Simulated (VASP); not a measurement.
OSZICAR of a VASP run on CeO$_{2}$ (fluorite):

File OSZICAR:
```
       N       E                     dE             d eps       ncg     rms          rms(c)
DAV:   1     0.233982730793E+03    0.23398E+03   -0.11826E+04   328   0.201E+03
DAV:   2     0.212675075647E+02   -0.21272E+03   -0.20891E+03   504   0.307E+02
DAV:   3    -0.297046775675E+02   -0.50972E+02   -0.47505E+02   464   0.146E+02
DAV:   4    -0.317500668580E+02   -0.20454E+01   -0.20453E+01   472   0.349E+01
DAV:   5    -0.318429629971E+02   -0.92896E-01   -0.92892E-01   528   0.738E+00    0.270E+01
DAV:   6    -0.307207064626E+02    0.11223E+01   -0.10733E+02   480   0.588E+01    0.330E+01
DAV:   7    -0.285080046603E+02    0.22127E+01   -0.23907E+02   512   0.135E+02    0.192E+01
DAV:   8    -0.279280153137E+02    0.57999E+00   -0.43380E+00   384   0.221E+01    0.137E+01
DAV:   9    -0.263777184508E+02    0.15503E+01   -0.65603E+00   480   0.210E+01    0.247E+00
DAV:  10    -0.263076808881E+02    0.70038E-01   -0.27538E-01   544   0.477E+00    0.179E+00
DAV:  11    -0.262637463245E+02    0.43935E-01   -0.65999E-02   488   0.246E+00    0.143E+00
DAV:  12    -0.262123484145E+02    0.51398E-01   -0.25275E-01   488   0.483E+00    0.543E-01
DAV:  13    -0.262176952254E+02   -0.53468E-02   -0.91040E-02   528   0.259E+00    0.954E-01
DAV:  14    -0.262148199539E+02    0.28753E-02   -0.11426E-01   496   0.297E+00    0.463E-01
DAV:  15    -0.262133153539E+02    0.15046E-02   -0.30104E-02   480   0.156E+00    0.202E-01
DAV:  16    -0.262130509795E+02    0.26437E-03   -0.21311E-03   472   0.448E-01    0.331E-02
DAV:  17    -0.262131043873E+02   -0.53408E-04   -0.22658E-04   496   0.145E-01    0.566E-02
DAV:  18    -0.262130721604E+02    0.32227E-04   -0.68958E-05   464   0.833E-02    0.347E-02
DAV:  19    -0.262130574194E+02    0.14741E-04   -0.71090E-05   496   0.744E-02    0.832E-03
DAV:  20    -0.262130558012E+02    0.16182E-05   -0.11368E-05   384   0.311E-02    0.284E-03
DAV:  21    -0.262130557254E+02    0.75832E-07   -0.37718E-07   232   0.582E-03
   1 F= -.26213056E+02 E0= -.26213056E+02  d E =-.262131E+02
       N       E                     dE             d eps       ncg     rms          rms(c)
DAV:   1    -0.269097330423E+02   -0.69668E+00   -0.19165E+01   336   0.472E+01    0.131E+01
DAV:   2    -0.263479240907E+02    0.56181E+00   -0.40765E+00   448   0.212E+01    0.311E+00
DAV:   3    -0.263335838899E+02    0.14340E-01   -0.33602E+00   472   0.160E+01    0.403E+00
DAV:   4    -0.262074016687E+02    0.12618E+00   -0.79947E-01   472   0.828E+00    0.354E-01
DAV:   5    -0.262068802910E+02    0.52138E-03   -0.53758E-02   600   0.144E+00    0.304E-01
DAV:   6    -0.262069362877E+02   -0.55997E-04   -0.14883E-03   408   0.358E-01    0.237E-01
DAV:   7    -0.262084446325E+02   -0.15083E-02   -0.32333E-03   576   0.318E-01    0.206E-01
DAV:   8    -0.262082449937E+02    0.19964E-03   -0.21306E-03   464   0.439E-01    0.377E-02
DAV:   9    -0.262082475490E+02   -0.25553E-05   -0.10111E-04   496   0.970E-02    0.287E-02
DAV:  10    -0.262082452109E+02    0.23381E-05   -0.56093E-05   456   0.753E-02    0.128E-02
DAV:  11    -0.262082441473E+02    0.10636E-05   -0.30378E-06   272   0.182E-02    0.161E-03
DAV:  12    -0.262082443152E+02   -0.16786E-06   -0.21695E-07   216   0.551E-03
   2 F= -.26208244E+02 E0= -.26208244E+02  d E =0.481141E-02
       N       E                     dE             d eps       ncg     rms          rms(c)
DAV:   1    -0.264427284375E+02   -0.23448E+00   -0.53314E+00   336   0.238E+01    0.732E+00
DAV:   2    -0.263952597060E+02    0.47469E-01   -0.37741E+00   480   0.202E+01    0.365E+00
DAV:   3    -0.262547003014E+02    0.14056E+00   -0.20114E+00   472   0.114E+01    0.206E+00
DAV:   4    -0.262329329575E+02    0.21767E-01   -0.23883E-01   472   0.462E+00    0.177E-01
DAV:   5    -0.262320420100E+02    0.89095E-03   -0.93434E-03   552   0.882E-01    0.305E-01
DAV:   6    -0.262321358293E+02   -0.93819E-04   -0.32737E-03   584   0.502E-01    0.971E-02
DAV:   7    -0.262321838975E+02   -0.48068E-04   -0.35314E-04   520   0.144E-01    0.681E-02
DAV:   8    -0.262321333199E+02    0.50578E-04   -0.81521E-04   544   0.255E-01    0.142E-02
DAV:   9    -0.262321377446E+02   -0.44247E-05   -0.38477E-05   424   0.454E-02    0.104E-02
DAV:  10    -0.262321386994E+02   -0.95479E-06   -0.36210E-06   288   0.122E-02
   3 F= -.26232139E+02 E0= -.26232139E+02  d E =-.190830E-01
```

Question: Which electronic solver shows in the log?

Answer: It is blocked Davidson (ALGO = Normal, or the opening steps of other solvers). The INCAR had ALGO = Normal.

Question: How was spin treated?

Answer: Without spin polarisation: there is no mag entry.

Question: Can the final energy be trusted as converged?

Answer: Self-consistency was reached. It stopped with EDIFF = 1E-6, NELM = 100, NSW = 40 and EDIFFG = -0.01 after 3 ionic steps (PBE GGA, plane waves, VASP's PBE PAW potentials (set 64)). Energy and stress use the plane-wave basis of the starting cell.

The compound is CeO2 in the fluorite structure. This run relaxes it. Symmetry was kept, so distortions that lower it aren't found. The run is not spin-polarised, so no magnetic state was tried.
